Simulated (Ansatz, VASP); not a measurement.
Two plane-wave programs on SrB2

```
Sr B
1.0
     5.06878    0.00000    0.00000
    -2.53439    4.38969    0.00000
     0.00000    0.00000    3.10398
Sr B
1 2
Direct
  0.00000 0.00000 0.00000
  0.66667 0.33333 0.66667
  0.33333 0.66667 0.33333
```

Alike in both runs: task single point; functional PBE; k mesh 6 × 6 × 6; occupations gaussian, width 0.1 eV; no spin polarisation.

|  | VASP | Ansatz |
| --- | --- | --- |
| version | VASP 6.6.1 | Ansatz 0.2.0 |
| potentials or method | VASP PAW PBE potentials, release 64 (Sr_sv, B) | scalar-relativistic, plane waves, PAW |
| plane-wave cutoff (eV) | 520 | 420 |
| valence electrons in the cell | 16 | 16 |

```tsv
	VASP	Ansatz	Ansatz less VASP
gap on the k mesh at the Fermi level (eV)	none	none	-
pressure (GPa)	-9.5	-9.6	-0.10
largest component of the traceless stress (GPa)	11.15	11.11	-0.041
rms of the force components (eV/Å)	0.363	0.362	-0.0007
```

Atom by atom the forces differ by 0.001 eV/Å (rms over components). A gap of «none» marks a metal or a gap that the smearing closes. With one functional, cell and mesh, what is left measures potentials, basis and numerics.
